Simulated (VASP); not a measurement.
```
PbS
1.0
    0.00000     3.05335     3.05335
    3.05335     0.00000     3.05335
    3.05335     3.05335     0.00000
Pb S
1 1
Direct
  0.00000   0.00000   0.00000
  0.50000   0.50000   0.50000
```

The numbers are results of optB88-vdW, VASP's PBE PAW potentials (set 64) (plane waves; VASP 6.6.1), not measurements. Numerical set-up: 520 eV cut-off, 8×8×8 Γ-centred mesh, Gaussian smearing of 0.050 eV, potentials Pb_d S.

**Question.** The job: PbS (rock salt), 2 atoms, optB88-vdW, static run, 520 eV, 8×8×8 Γ-centred mesh. Roughly how much core time does it take on a busy server core?

**Answer.** About 30 core-seconds (one run on a shared machine, a rough figure). It had 29 irreducible k-points, 14 bands, up to 1543 plane waves and 13 electronic steps.

The compound is PbS in the rock salt structure. This cell is one point of a volume scan, at 1.06 of the reference volume.
